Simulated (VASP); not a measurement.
VASP runs on HgTe (zinc blende) share one base input (PBE GGA, plane waves, VASP's PBE PAW potentials (set 64)) and change the settings named in each case.

**KPOINTS**
```
Automatic mesh
0
Gamma
7 7 7
0 0 0
```

POSCAR:
```
HgTe
1
    0.0000000000     3.2300000000     3.2300000000
    3.2300000000     0.0000000000     3.2300000000
    3.2300000000     3.2300000000     0.0000000000
Hg Te
1 1
Direct
  0.0000000000   0.0000000000   0.0000000000
  0.2500000000   0.2500000000   0.2500000000
```

INCAR:
```
SYSTEM = HgTe
PREC = Accurate
ENCUT = 400
EDIFF = 1E-6
NELM = 100
ALGO = Normal
LREAL = .FALSE.
LASPH = .TRUE.
ISMEAR = 0
SIGMA = 0.05
GGA = PE
LMAXMIX = 6
LWAVE = .FALSE.
LCHARG = .FALSE.
ISIF = 2
```

POTCAR, in this order: Hg Te (PBE.64 set). Program: vasp_std.

| change | E(σ→0) (eV/atom) |
|---|---|
| base run | -1.7885 |
| ENCUT = 520, POTCAR Hg Te_GW (PBE.64 set) | -1.7925 |
| ENCUT = 520 | -1.7885 |
| ENCUT = 800 | -1.7886 |
 Energies of different potentials or functionals have different zeros. Unless said otherwise, spin-orbit coupling is left out, though it shifts the bands of the heavy elements here.

Left out are runs that ran out of time, are held back, or changed the cell or the kind of run, fixed moments of cells without a moment, rows past the twelfth, gaps on odd meshes, pressures of charged cells and columns that move by less than the noise.

The compound is HgTe in the zinc blende structure. The cell was not relaxed at this level.
